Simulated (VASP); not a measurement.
Shape and ions are relaxed at each volume.

Energy against volume of Zn (hcp). Computed with PBEsol GGA, VASP's PBE PAW potentials (set 64) (plane waves; VASP).

```
V (Å³/atom)  E (eV/atom)
-----------  -----------
13.242          -1.57058
13.664          -1.58552
14.087          -1.59179
14.510          -1.59052
14.932          -1.58290
```

Task: Fit a third-order Birch-Murnaghan equation of state.

Result: 
The volume per atom is 14.22 Å^3/atom, the bulk modulus comes out as 90.6 GPa and the pressure derivative of the bulk modulus is 4.16.

Measured: bulk modulus 69.7 GPa at 0 K (computed value off by +29.9 %), as given by Vázquez-Parga, Fernández-Martínez, Viñes, J. Chem. Theory Comput. (2023), doi:10.1021/acs.jctc.3c00612, Supporting … [zero-point energy and finite temperature contributions removed].

The compound is Zn in the hcp structure. It was relaxed first, which changed the volume by -6 %.
